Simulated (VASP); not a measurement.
Input for VASP

File POSCAR:
```
Te
1
    2.1958038589    -3.8032435601     0.0000000000
    2.1958038589     3.8032435601     0.0000000000
    0.0000000000     0.0000000000     6.0132054813
Te
3
Direct
  0.0000000000   0.2783722336   0.6666670000
  0.7216277664   0.7216277664   0.0000000000
  0.2783722336   0.0000000000   0.3333330000
```

### KPOINTS
```
Automatic mesh
0
Gamma
7 7 4
0 0 0
```

**INCAR**
```
SYSTEM=Te
PREC=Accurate; ENCUT=520; LREAL=.FALSE.
LASPH=.TRUE.
EDIFF=1E-7; NELM=100; ALGO=Normal
LMAXMIX=4
ISMEAR=-5
GGA=MK; LUSE_VDW=.TRUE.; AGGAC=0.0
PARAM1=0.1234; PARAM2=1.0
ISIF=2
LWAVE=.FALSE.; LCHARG=.TRUE.; LORBIT=11
NEDOS=601
LEFG=.TRUE.
```

POTCAR, in this order: Te (PBE.64 set). Program: vasp_std.

Problem. Write an equivalent input for Quantum ESPRESSO's pw.x.

Solution. One equivalent input (not run):
```
&CONTROL
  calculation = 'scf'
  pseudo_dir = './pseudo'
  outdir = './out'
  tprnfor = .true.
  tstress = .true.
/
&SYSTEM
  ibrav = 0
  nat = 3
  ntyp = 1
  ecutwfc = 82.3
  occupations = 'tetrahedra'
  input_dft = 'vdw-df-ob86'
/
&ELECTRONS
  conv_thr = 7.3e-09
  electron_maxstep = 100
/
ATOMIC_SPECIES
  Te 127.600 Te.upf
CELL_PARAMETERS angstrom
     2.1958039   -3.8032436    0.0000000
     2.1958039    3.8032436    0.0000000
     0.0000000    0.0000000    6.0132055
ATOMIC_POSITIONS crystal
  Te   0.0000000  0.2783722  0.6666670
  Te   0.7216278  0.7216278  0.0000000
  Te   0.2783722  0.0000000  0.3333330
K_POINTS automatic
  7 7 4 0 0 0
```
Limits of the translation: the potentials are each code's own (VASP's PAW set, PseudoDojo norm-conserving files in pw.x), so ENCUT and ecutwfc are chosen apart and not converted; conv_thr bounds pw.x's estimated SCF error, while EDIFF bounds the energy change between steps; the field gradients of LEFG aren't asked of the other code.

The compound is Te in the trig structure. It was relaxed first.
